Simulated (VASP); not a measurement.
Crystal: Sr2Fe.

```
Sr Fe
1.0
     0.00000    3.30134    3.30134
     3.30134    0.00000    3.30134
     3.30134    3.30134    0.00000
Sr Fe
2 1
Cartesian
  1.6507 1.6507 1.6507
  4.9520 4.9520 4.9520
  0.0000 0.0000 0.0000
```

The cell was built by a generator and needn't be a form met in nature.

* Program: VASP 6.6.1
* Task: relaxation of cell and atoms
* Functional: MS2
* Potentials or basis: VASP PAW PBE potentials, release 64 (Sr_sv, Fe)
* Cutoff: 600 eV
* k mesh: 7 × 7 × 7
* Occupations: methfessel-paxton, width 0.1 eV
* Spin: collinear spin, ferromagnetic start
* Starting moments: [0.0, 0.0, 3.0] μB

At the start: pressure 18.6 GPa; volume 23.99 Å³/atom.

Q: How do energy, volume and symmetry change on relaxing?

A: Over 8 steps the energy falls by 649.3 meV/atom and the volume is 39.58 Å³/atom (+65.0 %); space group Fm-3m (No. 225, to 0.05 Å); moment 2.94 μB per cell.

Step by step:
| step | energy change (eV) | largest force (eV/Å) | pressure (GPa) | volume (Å³) |
| --- | --- | --- | --- | --- |
| 1 | 0.0000 | 0.0000 | 18.60 | 71.96 |
| 2 | -1.8484 | 0.0000 | 2.57 | 105.03 |
| 3 | -1.9401 | 0.0000 | 0.64 | 114.74 |
| 4 | -1.9479 | 0.0000 | 0.04 | 118.51 |
| 5 | -1.9476 | 0.0000 | -0.07 | 119.60 |
| 6 | -1.9477 | 0.0000 | -0.07 | 119.29 |
| 7 | -1.9478 | 0.0000 | 0.05 | 118.37 |
| 8 | -1.9479 | 0.0000 | 0.02 | 118.74 |

Final structure:
```
Sr Fe
1.0
     0.00000    3.90112    3.90112
     3.90112    0.00000    3.90112
     3.90112    3.90112    0.00000
Sr Fe
2 1
Cartesian
  1.9506 1.9506 1.9506
  5.8517 5.8517 5.8517
  0.0000 0.0000 0.0000
```

Caveat: the volume moved by over 15 % at a fixed basis, so the end points are rough; the PAW data sets were made with another functional, which shifts forces and pressure a little.
